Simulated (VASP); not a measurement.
# CsSi2 (P-6m2) in VASP: further runs, part 2 of 2

VASP 6.6.1. Earlier steps stand in the parts before.

## Step 3: Relaxation of cell and atoms, BLYP

INCAR

```
SYSTEM = CsSi2
PREC     = Accurate       ! precision mode
ENCUT    = 600            ! plane-wave cutoff, eV
EDIFF    = 1E-6           ! SCF threshold, eV
ISMEAR   = -1             ! smearing method
SIGMA    = 0.05           ! smearing width, eV
LREAL    = .FALSE.        ! projectors in reciprocal space
LASPH    = .TRUE.         ! aspherical terms in the spheres
NELM     = 100            ! most SCF steps
ALGO     = Fast           ! electronic algorithm
ISIF     = 3              ! what is computed and relaxed
LWAVE    = .FALSE.        ! write WAVECAR
LCHARG   = .FALSE.        ! write CHGCAR
GGA      = B5             ! functional
ALDAX    = 1.0          
AGGAX    = 1.0          
AGGAC    = 1.0          
ALDAC    = 0.0          
IBRION   = 2              ! ionic algorithm
NSW      = 40             ! ionic steps
EDIFFG   = -0.005         ! ionic threshold
```

KPOINTS

```
regular mesh
0
G
  5 5 6
  0 0 0
```

POSCAR

```
CsSi2
1.0
    6.3715700000      0.0000000000      0.0000000000
   -3.1857800000      5.5179400000      0.0000000000
    0.0000000000      0.0000000000      4.4786600000
Cs Si
1 2
Direct
    0.0000000000      0.0000000000      0.0000000000
    0.6666700000      0.3333300000      0.2503900000
    0.6666700000      0.3333300000      0.7496100000
```

Potentials or basis: VASP PAW PBE potentials, release 64 (Cs_sv, Si).

Started as:

```console
> cat potpaw_PBE.64/Cs_sv/POTCAR potpaw_PBE.64/Si/POTCAR > POTCAR
> mpirun -np 1 vasp_std > vasp.out
```

OUTCAR:

```text
SYSTEM = CsSi2
   PREC = Accurate
   ENCUT = 600
   EDIFF = 1E-6
   ISMEAR = -1
   LREAL = .FALSE.
   LASPH = .TRUE.
   NELM = 100
   ISIF = 3
   GGA = B5
   IBRION = 2
   NSW = 40
   EDIFFG = -0.005

 ion  position               nearest neighbor table
   1  0.000  0.000  0.000-
   2  0.667  0.333  0.250-   3 2.24   3 2.24
   3  0.667  0.333  0.750-   2 2.24   2 2.24

  LATTYP: Found a hexagonal cell.
 ALAT       =     6.3715700000
 C/A-ratio  =     0.7029130968

  Lattice vectors:

 A1 = (   6.3715700000,   0.0000000000,   0.0000000000)
 A2 = (  -3.1857800000,   5.5179400000,   0.0000000000)
 A3 = (   0.0000000000,   0.0000000000,   4.4786600000)

Analysis of symmetry for initial positions (statically):
[... 388 lines left out ...]
      4      -8.8016      2.00000
      5      -8.3023      2.00000
      6      -2.4512      2.00000
      7      -1.8742      2.00000
      8      -0.8632      2.00000
      9      -0.8631      2.00000
     10       2.0209      0.00000
     11       3.7976      0.00000
     12       3.7976      0.00000
[... 331 lines left out ...]
 k-point    24 :       0.2000    0.2000    0.3333
  band No.  band energies     occupation
      1     -22.0111      2.00000
      2      -8.9805      2.00000
      3      -8.8976      2.00000
      4      -8.8352      2.00000
      5      -7.5734      2.00000
      6      -5.3815      2.00000
      7      -0.4129      2.00000
      8      -0.2636      2.00000
      9       1.5366      0.00000
     10       1.6425      0.00000
     11       2.0844      0.00000
     12       3.8300      0.00000

 [... further k-points ...]

------------------------ aborting loop because EDIFF is reached ----------------------------------------

  FORCE on cell =-STRESS in cart. coord.  units (eV):
  Direction    XX          YY          ZZ          XY          YZ          ZX
  --------------------------------------------------------------------------------------
  -------------------------------------------------------------------------------------
  Total        0.0117008      0.0117081      0.0149590      0.0000063      0.0000000      0.0000000
  in kB        0.1071169      0.1071833      0.1369444      0.0000577      0.0000000      0.0000000
  external PRESSURE =       0.1170816 kB  Pullay stress =       0.0000000 kB
[... 18 lines left out ...]
  FREE ENERGIE OF THE ION-ELECTRON SYSTEM (eV)
  ---------------------------------------------------
  free  energy   TOTEN  =        -8.6970567374 eV

  energy  without entropy=       -8.6926601911  energy(sigma->0) =       -8.69485846

 reached required accuracy - stopping structural energy minimisation
```

Wall time 10 min (1 thread of Intel Xeon 6975P-C (Granite Rapids), shared host); peak memory 0.38 GiB.

Results:

- Free energy: -8.6971 eV
- Relaxed volume: 58.34 Å³/atom
- Relaxed cell: a = 6.493 Å, b = 6.493 Å, c = 4.793 Å, α = 90.00°, β = 90.00°, γ = 120.00°
- Space group after relaxing (to 0.05 Å): P-6m2 (No. 187)
- Energy gained by relaxing: 43.2 meV/atom
- Ionic steps: 18
- Pressure after relaxing: 0.0 GPa
- Band gap on the k mesh: none (metal or under the smearing width)

The path:
```
step  energy change (eV)  largest force (eV/Å)  pressure (GPa)  volume (Å³)
   1              0.0000                0.2511            0.66       157.46
   2             -0.0321                0.0896            0.83       162.47
   3             -0.1145                0.2002           -0.03       178.12
   4             -0.1151                0.2586           -0.27       181.26
   5             -0.1155                0.2355           -0.18       179.97
   6             -0.1253                0.0748           -0.09       179.62
   7             -0.1263                0.0370           -0.03       179.49
   8             -0.1271                0.0406           -0.23       178.72
   9             -0.1279                0.0065           -0.15       179.05
  10             -0.1291                0.0665           -0.02       176.40
  11             -0.1291                0.0720           -0.01       176.20
  12             -0.1293                0.0206           -0.04       174.91
  13             -0.1294                0.0170           -0.03       175.45
  14             -0.1295                0.0199            0.03       174.74
  15             -0.1295                0.0195            0.02       174.95
  16             -0.1295                0.0120            0.00       174.98
  17             -0.1295                0.0025            0.00       174.97
  18             -0.1295                0.0011            0.01       175.01
```

Final structure:
```xyz
3
Lattice="6.4934 0.0000 0.0000 -3.2467 5.6235 0.0000 0.0000 0.0000 4.7928" Properties=species:S:1:pos:R:3 pbc="T T T"
Cs   -3.2467    5.6235    0.0000
Si    3.2467    1.8745    1.2910
Si    3.2467    1.8745    3.5018
```

Levels at points of the mesh, in eV from the Fermi level:
| k point | band 6 | band 7 | band 8 | band 9 | band 10 | band 11 |
| --- | --- | --- | --- | --- | --- | --- |
| (0.00, 0.00, 0.00) | -2.90 | -2.32 | -1.31 | -1.31 | 1.57 | 3.35 |
| (0.00, 0.00, 0.50) | -6.72 | -0.15 | -0.15 | 0.33 | 0.33 | 3.01 |

Caveat: the PAW data sets were made with another functional, which shifts forces and pressure a little. Spin-orbit coupling is left out, which matters for the levels of Cs.
